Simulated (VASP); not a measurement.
Consider the following.

```xyz
4
Lattice="1.4517 -3.8991 0.0000 1.4517 3.8991 0.0000 0.0000 0.0000 2.9019" Properties=species:S:1:pos:R:3 pbc="T T T"
Cr     1.4517    -2.7654     2.1765
Cr     1.4517     2.7654     0.7255
B      1.4517    -0.5064     2.1765
B      1.4517     0.5064     0.7255
```

These are PBEsol GGA, VASP's PBE PAW potentials (set 64) (plane waves; VASP) values and carry that method's errors. Run with 400 eV cut-off, 8×8×8 Γ-centred mesh, Fermi-Dirac smearing of 0.10 eV, potentials Cr_pv B.

Task: Give the energies of bands 8 to 18 at the high-symmetry points, in eV from the Fermi level.

Result: 
```json
[
 {"band": "8", "Γ": "-7.26", "Y": "-8.92", "C0": "-7.27", "Z": "-9.96", "A0": "-8.82", "T": "-9.61", "S": "-7.73", "R": "-8.88"},
 {"band": "9", "Γ": "-4.02", "Y": "-3.97", "C0": "-6.02", "Z": "-4.41", "A0": "-5.44", "T": "-5.21", "S": "-4.93", "R": "-5.10"},
 {"band": "10", "Γ": "-3.76", "Y": "-3.64", "C0": "-4.51", "Z": "-4.41", "A0": "-5.44", "T": "-5.21", "S": "-4.49", "R": "-5.10"},
 {"band": "11", "Γ": "-3.32", "Y": "-3.58", "C0": "-3.89", "Z": "-3.50", "A0": "-3.90", "T": "-2.55", "S": "-4.42", "R": "-4.26"},
 {"band": "12", "Γ": "-3.31", "Y": "-3.12", "C0": "-2.92", "Z": "-3.50", "A0": "-3.90", "T": "-2.55", "S": "-3.09", "R": "-4.26"},
 {"band": "13", "Γ": "-1.87", "Y": "-2.21", "C0": "-1.74", "Z": "-2.85", "A0": "-2.42", "T": "-2.08", "S": "-2.13", "R": "-2.44"},
 {"band": "14", "Γ": "-0.78", "Y": "-0.62", "C0": "-1.55", "Z": "-2.85", "A0": "-2.42", "T": "-2.08", "S": "-1.60", "R": "-2.44"},
 {"band": "15", "Γ": "-0.27", "Y": "-0.28", "C0": "-0.84", "Z": "0.90", "A0": "0.80", "T": "-0.65", "S": "-0.36", "R": "1.00"},
 {"band": "16", "Γ": "-0.12", "Y": "0.44", "C0": "-0.43", "Z": "0.90", "A0": "0.80", "T": "-0.65", "S": "-0.15", "R": "1.00"},
 {"band": "17", "Γ": "0.40", "Y": "0.80", "C0": "0.91", "Z": "1.11", "A0": "1.00", "T": "0.38", "S": "0.82", "R": "1.11"},
 {"band": "18", "Γ": "0.67", "Y": "0.92", "C0": "1.05", "Z": "1.11", "A0": "1.00", "T": "0.38", "S": "0.89", "R": "1.11"}
]
```

It has no gap at this level: it comes out as a metal or semimetal.

The structure comes from a computed database's CrB entry (Cmcm); how it stands against other phases isn't given here. The cell was not relaxed at this level. The run is not spin-polarised, so no magnetic state was tried.
